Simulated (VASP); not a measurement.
Output of a VASP run:

**OUTCAR**
```
 ion  position               nearest neighbor table
   1  0.000  0.000  0.000-   2 1.94   2 1.94   2 1.94   2 1.94
   2  0.250  0.250  0.250-   1 1.94   1 1.94   1 1.94   1 1.94
  LATTYP: Found a body centered tetragonal cell.
 ALAT       =     3.2063049886
 C/A-ratio  =     1.3598207331
 Subroutine PRICEL returns:
 Original cell was already a primitive cell.
 Subroutine GETGRP returns: Found  8 space group operations
The static configuration has the point symmetry D_2d.
The dynamic configuration has the point symmetry D_2d.
 Subroutine INISYM returns: Found  8 space group operations
 Subroutine IBZKPT returns following result:
 Found    102 irreducible k-points:

 Following reciprocal coordinates:
            Coordinates               Weight
  0.000000  0.000000  0.000000      1.000000
  0.100000  0.000000  0.000000      8.000000
  0.200000  0.000000  0.000000      8.000000
  0.300000  0.000000 -0.000000      8.000000
  0.400000  0.000000  0.000000      8.000000
  0.500000  0.000000 -0.000000      4.000000
  0.100000  0.100000  0.000000      4.000000
  0.200000  0.100000  0.000000     16.000000
  0.300000  0.100000 -0.000000     16.000000
  0.400000  0.100000  0.000000     16.000000
  0.500000  0.100000  0.000000     16.000000
 -0.400000  0.100000 -0.000000     16.000000
 -0.300000  0.100000  0.000000     16.000000
 -0.200000  0.100000  0.000000     16.000000
 -0.100000  0.100000  0.000000      8.000000
  0.200000  0.200000  0.000000      4.000000
  0.300000  0.200000 -0.000000     16.000000
  0.400000  0.200000  0.000000     16.000000
  0.500000  0.200000 -0.000000     16.000000
 -0.400000  0.200000  0.000000     16.000000
 -0.300000  0.200000  0.000000     16.000000
 -0.200000  0.200000  0.000000      8.000000
  0.300000  0.300000  0.000000      4.000000
  0.400000  0.300000  0.000000     16.000000
  0.500000  0.300000  0.000000     16.000000
 -0.400000  0.300000  0.000000     16.000000
 -0.300000  0.300000  0.000000      8.000000
  0.400000  0.400000  0.000000      4.000000
  0.500000  0.400000 -0.000000     16.000000
 -0.400000  0.400000  0.000000      8.000000
  0.500000  0.500000  0.000000      2.000000
  0.100000  0.000000  0.100000      2.000000
  0.200000  0.000000  0.100000      8.000000
  0.300000  0.000000  0.100000      8.000000
  0.400000  0.000000  0.100000      8.000000
  0.500000  0.000000  0.100000      8.000000
 -0.400000  0.000000  0.100000      8.000000
 -0.300000  0.000000  0.100000      8.000000
 -0.200000  0.000000  0.100000      8.000000
 -0.100000  0.000000  0.100000      4.000000
   k-points           NKPTS =    102   k-points in BZ     NKDIM =    102   number of bands    NBANDS=      8
   number of dos      NEDOS =    301   number of ions     NIONS =      2
   total plane-waves  NPLWV =  21952
   dimension x,y,z NGX =    28 NGY =   28 NGZ =   28
   dimension x,y,z NGXF=    56 NGYF=   56 NGZF=   56
   ions per type =               1   1
   PREC   = accura    normal or accurate (medium, high low for compatibility)
   ISTART =      0    job   : 0-new  1-cont  2-samecut
   ICHARG =      2    charge: 1-file 2-atom 10-const
   ISPIN  =      1    spin polarized calculation?
   LNONCOLLINEAR =      F non collinear calculations
   LSORBIT =      F    spin-orbit coupling
   INIWAV =      1    electr: 0-lowe 1-rand  2-diag
   ENCUT  =  600.0 eV  44.10 Ry    6.64 a.u.   6.28  6.40  6.28*2*pi/ulx,y,z
   NELM   =    100;   NELMIN=  2; NELMDL= -5     # of ELM steps
   EDIFF  = 0.1E-06   stopping-criterion for ELM
   LREAL  =      F    real-space projection
   NLSPLINE    = F    spline interpolate recip. space projectors
   LMAXMIX     =    2 max onsite mixed and CHGCAR
   VOSKOWN=      0    Vosko Wilk Nusair interpolation
   EDIFFG = -.1E-01   stopping-criterion for IOM
   NSW    =     30    number of steps for IOM
   NBLOCK =      1;   KBLOCK =     30    inner block; outer block
...
```

**OSZICAR**
```
       N       E                     dE             d eps       ncg     rms          rms(c)
DAV:   1     0.673634865895E+01    0.67363E+01   -0.43613E+03  1680   0.942E+02
DAV:   2    -0.169461536802E+02   -0.23683E+02   -0.23017E+02  2360   0.114E+02
DAV:   3    -0.173971965275E+02   -0.45104E+00   -0.45104E+00  1880   0.193E+01
DAV:   4    -0.173988528239E+02   -0.16563E-02   -0.16563E-02  2712   0.128E+00
DAV:   5    -0.173988535624E+02   -0.73850E-06   -0.73892E-06  1920   0.203E-02    0.792E+00
DAV:   6    -0.158762599380E+02    0.15226E+01   -0.68804E+00  1784   0.143E+01    0.349E+00
DAV:   7    -0.158286262825E+02    0.47634E-01   -0.24333E-01  2488   0.360E+00    0.161E+00
DAV:   8    -0.158145281915E+02    0.14098E-01   -0.17980E-02  1728   0.116E+00    0.157E-01
DAV:   9    -0.158144771591E+02    0.51032E-04   -0.91119E-04  2632   0.225E-01    0.102E-01
DAV:  10    -0.158145253192E+02   -0.48160E-04   -0.11054E-04  2208   0.794E-02    0.203E-02
DAV:  11    -0.158145247721E+02    0.54714E-06   -0.23048E-05  2152   0.279E-02    0.467E-03
DAV:  12    -0.158145248588E+02   -0.86728E-07   -0.10063E-06  1856   0.747E-03    0.890E-04
DAV:  13    -0.158145249102E+02   -0.51357E-07   -0.53243E-08  1336   0.213E-03
   1 F= -.15814525E+02 E0= -.15814525E+02  d E =-.158145E+02
```

### OUTCAR
```
------------------------ aborting loop because EDIFF is reached ----------------------------------------
  FORCE on cell =-STRESS in cart. coord.  units (eV):
  Direction    XX          YY          ZZ          XY          YZ          ZX
  --------------------------------------------------------------------------------------
  Total       -2.5404808     -1.2826535     -2.5404808      0.0000000      0.0000000      0.0000000
  in kB     -181.6186113    -91.6967148   -181.6186113      0.0000000      0.0000000      0.0000000
  external PRESSURE =    -151.6446458 kB  Pullay stress =       0.0000000 kB
  volume of cell :       22.41
      direct lattice vectors                 reciprocal lattice vectors
     0.000000000  2.180000000  2.267200000    -0.220536344  0.229357798  0.220536344
     2.267200000  0.000000000  2.267200000     0.220536344 -0.229357798  0.220536344
     2.267200000  2.180000000  0.000000000     0.220536344  0.229357798 -0.220536344
  FREE ENERGIE OF THE ION-ELECTRON SYSTEM (eV)
  ---------------------------------------------------
  free  energy   TOTEN  =       -15.8145249102 eV

  energy  without entropy=      -15.8145249102  energy(sigma->0) =      -15.81452491

 reached required accuracy - stopping structural energy minimisation
```
(Selected blocks of OUTCAR.)

File POSCAR:
```
SiC
1
    0.0000000000     2.1800000000     2.2672000000
    2.2672000000     0.0000000000     2.2672000000
    2.2672000000     2.1800000000     0.0000000000
Si C
1 1
Direct
  0.0000000000   0.0000000000   0.0000000000
  0.2500000000   0.2500000000   0.2500000000
```

Q: Reconstruct the remaining input files.

A: One answer among several that fit: the input of the run itself, PBEsol GGA, plane waves, VASP's PBE PAW potentials (set 64).

INCAR:
```
! general
SYSTEM = SiC
PREC   = Accurate
ENCUT  = 600
LREAL  = .False.
LASPH  = .True.

! electronic loop
EDIFF  = 1E-7
NELM   = 100
ALGO   = Normal

! smearing
ISMEAR = 0
SIGMA  = 0.05

! functional
GGA    = PS

! ions
IBRION = 2
NSW    = 30
ISIF   = 2
EDIFFG = -0.01

! output
LWAVE  = .False.
LCHARG = .False.
```

### KPOINTS
```
Automatic mesh
0
Gamma
10 10 10
0 0 0
```

POTCAR, in this order: Si C (PBE.64 set). Program: vasp_std.

The compound is SiC in the zinc blende structure. This cell was strained or had an atom moved on purpose.
